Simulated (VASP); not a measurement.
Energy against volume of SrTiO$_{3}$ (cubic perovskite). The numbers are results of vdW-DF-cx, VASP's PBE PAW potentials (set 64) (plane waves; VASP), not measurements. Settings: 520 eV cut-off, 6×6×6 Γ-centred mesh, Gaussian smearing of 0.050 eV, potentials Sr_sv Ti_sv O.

```csv
V (Å³/atom),E (eV/atom)
11.545,-6.21160
11.902,-6.21854
12.259,-6.21315
12.616,-6.19731
```

Fit these four points and predict the energy of the run at 11.188 Å³/atom.

A cubic in V^(−2/3), the third-order Birch-Murnaghan form, passes through the four points with V0 = 11.91 Å³/atom and B0 = 183 GPa, and gives -6.1901 eV/atom there. The run gave -6.1902 eV/atom, -0.1 meV/atom from the fit; all five points give B0 = 183 GPa.

The compound is SrTiO3 in the cubic perovskite structure, the ideal cubic form; the compound distorts at low or room temperature. It was relaxed first.
